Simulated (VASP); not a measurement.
**InBi (relaxed from the WC structure, space group P-6m2): computed properties**

Calculation: r2SCAN meta-GGA, VASP's PBE PAW potentials (set 64) (plane waves; VASP).

- space group: P-6m2 (187)
- cell: a = b = 4.4285 Å, c = 3.7773 Å, α = β = 90.00°, γ = 120.00°
- volume per atom: 32.08 Å³/atom
- band gap (over mesh and band path): none (metal, semimetal or under 0.01 eV)
- density: 8.38 g/cm³

```cif
data_BiIn
_chemical_formula_sum 'In1 Bi1'
_space_group_name_H-M_alt 'P 1'
_space_group_IT_number 1
_cell_length_a 4.42854
_cell_length_b 4.42854
_cell_length_c 3.77729
_cell_angle_alpha 90.000
_cell_angle_beta 90.000
_cell_angle_gamma 120.000
loop_
_space_group_symop_operation_xyz
  'x, y, z'
loop_
_atom_site_label
_atom_site_type_symbol
_atom_site_fract_x
_atom_site_fract_y
_atom_site_fract_z
_atom_site_occupancy
In1 In 0.00000 0.00000 0.00000 1
Bi1 Bi 0.66667 0.33333 0.50000 1
```

Unless said otherwise, spin-orbit coupling is left out, though it shifts the bands of the heavy elements here.

The structure was generated: InBi was put into the WC type (P-6m2), which need not be its known phase. It was relaxed first, which changed the volume by +6 %. Symmetry was kept, so distortions that lower it aren't found.
